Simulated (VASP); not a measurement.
Computed with PBEsol GGA, VASP's PBE PAW potentials (set 64) (plane waves; VASP).

VASP input:

INCAR:
```
ISIF=3   ! ions, shape and volume
LMAXMIX=4   ! l cut-off of mixed one-centre charges
SIGMA=0.05
SYSTEM=AlGa3Sb4
LWAVE=.FALSE.
LASPH=.TRUE.   ! aspherical one-centre terms
NELM=100
EDIFFG=-0.02   ! ionic stop
ISMEAR=0   ! Gaussian
LREAL=.FALSE.
IBRION=2   ! conjugate gradients
NSW=60   ! most ionic steps
GGA=PS
ALGO=Normal
ENCUT=400   ! plane-wave cut-off (eV)
PREC=Accurate
EDIFF=1E-6   ! SCF stop (eV)
LCHARG=.FALSE.
```

POSCAR:
```
AlGa3Sb4
1
    6.1281051722    -0.0000000000     0.0000000000
   -0.0000000000     6.1281051722     0.0000000000
   -0.0000000000     0.0000000000     6.1281051722
Ga Sb Al
3 4 1
Direct
  1.0000000000   1.0000000000   0.0000000000
  0.5000000000   0.5000000000   0.0000000000
  0.5000000000   0.0000000000   0.5000000000
  0.2504743598   0.2495256402   0.2495256402
  0.7495256402   0.7504743598   0.2495256402
  0.7495256402   0.2495256402   0.7504743598
  0.2504743598   0.7504743598   0.7504743598
  1.0000000000   0.5000000000   0.5000000000
```

### KPOINTS
```
Automatic mesh
0
Gamma
4 4 4
0 0 0
```

POTCAR, in this order: Ga_d Sb Al (PBE.64 set). Program: vasp_std.

Unless said otherwise, spin-orbit coupling is left out, though it shifts the bands of the heavy elements here.

Problem. Predict the energy per atom (σ→0), volume per atom, band gap (on the k-mesh).

Solution. 
```json
{
  "energy per atom (σ→0)": "-4.159 eV/atom",
  "band gap (on the k-mesh)": "0.29 eV",
  "volume_per_atom": "28.69 Å³/atom"
}
```

OSZICAR:
```
...
   3 F= -.33274551E+02 E0= -.33274551E+02  d E =-.561668E-03
       N       E                     dE             d eps       ncg     rms          rms(c)
DAV:   1    -0.332748531576E+02   -0.30172E-03   -0.50923E-03   835   0.653E-01    0.797E-02
DAV:   2    -0.332747228356E+02    0.13032E-03   -0.59313E-04   918   0.277E-01    0.369E-02
DAV:   3    -0.332746842689E+02    0.38567E-04   -0.74703E-05  1089   0.796E-02    0.898E-03
DAV:   4    -0.332746796300E+02    0.46389E-05   -0.10697E-05   823   0.318E-02    0.296E-03
DAV:   5    -0.332746791616E+02    0.46840E-06   -0.36522E-07   460   0.570E-03
   4 F= -.33274679E+02 E0= -.33274679E+02  d E =-.128358E-03
```

The structure was generated: AlGa3Sb4 was put into an ordered model structure (P-43m), which need not be its known phase. This run relaxes it. Symmetry was kept, so distortions that lower it aren't found. The start is the result of an earlier pass.
